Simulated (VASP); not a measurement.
Here is the system:

```xyz
2
Lattice="1.7786 -3.0806 0.0000 1.7786 3.0806 0.0000 0.0000 0.0000 5.5855" Properties=species:S:1:pos:R:3 pbc="T T T"
Er     1.7786     1.0269     1.3964
Er     1.7786    -1.0269     4.1891
```
Starting moments (μB, in the order of the record's atoms Er Er): 3.0 3.0.

Calculation: PBE GGA, VASP's PBE PAW potentials (set 64) (plane waves; VASP). Numerical set-up: 300 eV cut-off, 7×7×4 Γ-centred mesh, Fermi-Dirac smearing of 0.10 eV, potentials Er.

At this cut-off the stress carries a Pulay error, which pulls relaxed volumes low.

### Question
Give the stress tensor in GPa (positive for a compressed cell).

### Answer

```
0.90  0.00  0.00
0.00  0.90  0.00
0.00  0.00  2.12
```
The pressure is its mean diagonal, 1.31 GPa.

The structure is a typed Er crystal. The cell was not relaxed at this level.
